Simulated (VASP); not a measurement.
Level of theory: LDA (Ceperley-Alder, Perdew-Zunger), VASP's LDA PAW potentials (set 64) (plane waves; VASP).

VASP ran on this input.

File POSCAR:
```
ZrC
1
    0.0000000000     2.3458404941     2.3458404941
    2.3458404941     0.0000000000     2.3458404941
    2.3458404941     2.3458404941     0.0000000000
Zr C
1 1
Direct
  0.0000000000   0.0000000000   0.0000000000
  0.5000000000   0.5000000000   0.5000000000
```

INCAR:
```
ALGO  =  Normal
EDIFF  =  1E-7
ENCUT  =  520
ISIF  =  2
ISMEAR  =  1
LASPH  =  .True.
LCHARG  =  .False.
LMAXMIX  =  4
LREAL  =  .False.
LWAVE  =  .False.
NELM  =  100
PREC  =  Accurate
SIGMA  =  0.1
SYSTEM  =  ZrC
```

File KPOINTS:
```
Automatic
0
Gamma
 14 14 14
0 0 0
```

POTCAR, in this order: Zr_sv C (LDA.64 set). Program: vasp_std.

Q: Estimate the energy per atom (σ→0), pressure, band gap (on the k-mesh).

A: 
```yaml
energy per atom (σ→0): -10.631 eV/atom
band gap (on the k-mesh): none (metal, semimetal or under 0.01 eV)
pressure: -6.86 GPa
```

File OSZICAR:
```
...
DAV:   8    -0.212672160787E+02    0.21023E-01   -0.16499E-01  2648   0.337E+00    0.155E+00
DAV:   9    -0.212621497193E+02    0.50664E-02   -0.33825E-02  2972   0.120E+00    0.468E-01
DAV:  10    -0.212621830591E+02   -0.33340E-04   -0.19006E-03  3012   0.539E-01    0.336E-01
DAV:  11    -0.212619884988E+02    0.19456E-03   -0.70984E-04  2724   0.203E-01    0.179E-02
DAV:  12    -0.212619880813E+02    0.41744E-06   -0.10975E-05  3472   0.357E-02    0.914E-03
DAV:  13    -0.212619879079E+02    0.17347E-06   -0.41323E-07  3024   0.554E-03    0.132E-03
DAV:  14    -0.212619879058E+02    0.21064E-08   -0.13983E-08  1572   0.104E-03
   1 F= -.21261988E+02 E0= -.21261919E+02  d E =-.207220E-03
```

The compound is ZrC in the rock salt structure. This cell is one point of a volume scan, at 1.03 of the reference volume.
